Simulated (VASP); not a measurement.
Here is the system:

```
EuS
1.0
    0.00000     2.92502     2.92502
    2.92502     0.00000     2.92502
    2.92502     2.92502     0.00000
Eu S
1 1
Direct
  0.00000   0.00000   0.00000
  0.50000   0.50000   0.50000
```

These are optB88-vdW, VASP's PBE PAW potentials (set 64) (plane waves; VASP) values and carry that method's errors. Settings: 520 eV cut-off, 9×9×9 Γ-centred mesh, tetrahedra with Blöchl corrections, potentials Eu_2 S.

The 4f electrons are frozen in the core of the lanthanide potential, so 4f levels, which can set the real gap, and their magnetism are missing.

### Question
Tabulate the total density of states (states/eV per cell) against energy (eV; zero at the valence-band maximum or, without a gap, the Fermi level).

### Answer

| E (eV) | DOS (states/eV) |
|---|---|
| -9.96 | 0.03 |
| -9.72 | 0.00 |
| -9.48 | 0.00 |
| -9.12 | 0.00 |
| -8.88 | 0.00 |
| -8.64 | 0.00 |
| -8.40 | 0.00 |
| -8.16 | 0.00 |
| -7.92 | 0.00 |
| -7.56 | 0.00 |
| -7.32 | 0.00 |
| -7.08 | 0.00 |
| -6.84 | 0.00 |
| -6.60 | 0.00 |
| -6.24 | 0.00 |
| -6.00 | 0.00 |
| -5.76 | 0.00 |
| -5.52 | 0.00 |
| -5.28 | 0.00 |
| -4.92 | 0.00 |
| -4.68 | 0.00 |
| -4.44 | 0.00 |
| -4.20 | 0.00 |
| -3.96 | 0.00 |
| -3.72 | 0.00 |
| -3.36 | 0.00 |
| -3.12 | 0.00 |
| -2.88 | 0.00 |
| -2.64 | 0.47 |
| -2.40 | 1.16 |
| -2.04 | 2.19 |
| -1.80 | 1.60 |
| -1.56 | 1.15 |
| -1.32 | 3.32 |
| -1.08 | 5.84 |
| -0.72 | 3.05 |
| -0.48 | 1.82 |
| -0.24 | 0.50 |
| 0.00 | 0.01 |
| 0.24 | 0.00 |
| 0.48 | 0.00 |
| 0.84 | 0.00 |
| 1.08 | 0.00 |
| 1.32 | 0.00 |
| 1.56 | 0.00 |
| 1.80 | 0.00 |
| 2.16 | 0.06 |
| 2.40 | 0.21 |
| 2.64 | 0.30 |
| 2.88 | 0.39 |
| 3.12 | 0.48 |
| 3.48 | 0.63 |
| 3.72 | 0.80 |
| 3.96 | 1.09 |
| 4.20 | 1.09 |
| 4.44 | 1.22 |
| 4.68 | 1.33 |
| 5.04 | 1.02 |
| 5.28 | 1.02 |
| 5.52 | 1.33 |
Within 2 eV below the valence-band maximum the largest weight inside VASP's projection spheres is S p, then Eu p.

The compound is EuS in the rock salt structure. It was relaxed first, which changed the volume by -6 %.
